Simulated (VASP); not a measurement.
An input for Ansatz (written as the equivalent of a VASP run, and not itself run):

Ansatz 0.2 input:
```yaml
crystal:
  lattice:
    - [2.8857250, -3.9310100, 0.0000000]
    - [2.8857250, 3.9310100, 0.0000000]
    - [0.0000000, 0.0000000, 2.8346900]
  atoms:
    - { symbol: Cd, position: [0.0000000, 0.0000000, 0.0000000] }
    - { symbol: Pt, position: [0.5000000, 0.5000000, 0.0000000] }
    - { symbol: Pt, position: [0.0000000, 0.5000000, 0.5000000] }
    - { symbol: Pt, position: [0.5000000, 0.0000000, 0.5000000] }
kpoints:
  mp_grid: { grid: [5, 5, 8] }
hamiltonian:
  xc: pbesol
  pseudopotentials: { kind: paw }
scf:
  occupations: { method: fermi_dirac, width: 0.05 }
  max_iter: 100
output: { forces: true, stress: true, eigenvalues: true }
```

**Question.** Write the VASP files for the same calculation (PBEsol).

**Answer.** One answer among several that fit: 
POSCAR:
```
CdPt3
4.87650
  0.5917615093  -0.8061129909   0.0000000000
  0.5917615093   0.8061129909   0.0000000000
  0.0000000000   0.0000000000   0.5812960115
Cd Pt
1 3
Cartesian
  0.0000000000   0.0000000000   0.0000000000
  0.5917615093   0.0000000000   0.0000000000
  0.2958807546   0.4030564954   0.2906480057
  0.2958807546  -0.4030564954   0.2906480057
```

KPOINTS:
```
Automatic mesh
0
Gamma
5 5 8
0 0 0
```

INCAR:
```
EDIFF = 1E-6   # SCF stop (eV)
LWAVE = .FALSE.
ALGO = Normal   # blocked Davidson
SIGMA = 0.05
ISMEAR = -1   # Fermi-Dirac
LASPH = .TRUE.
GGA = PS   # PBEsol
LCHARG = .FALSE.
SYSTEM = CdPt3
ISIF = 2
LREAL = .FALSE.   # projection in real space or not
NELM = 100   # most electronic steps
LMAXMIX = 6   # l cut-off of mixed one-centre charges
ENCUT = 300
PREC = Accurate
```

POTCAR, in this order: Cd Pt (PBE.64 set). Program: vasp_std.

The two are equivalent in intent, not identical: each code has its own PAW files, so the cut-off isn't converted (ENCUT is set for VASP's; basis.ecutwfc is left out, and Ansatz then takes the one that its files recommend); Ansatz stops its SCF on the density residual and VASP on the energy change (EDIFF).

The structure comes from a computed database's CdPt3 entry (Cmmm); how it stands against other phases isn't given here. The cell was not relaxed at this level.
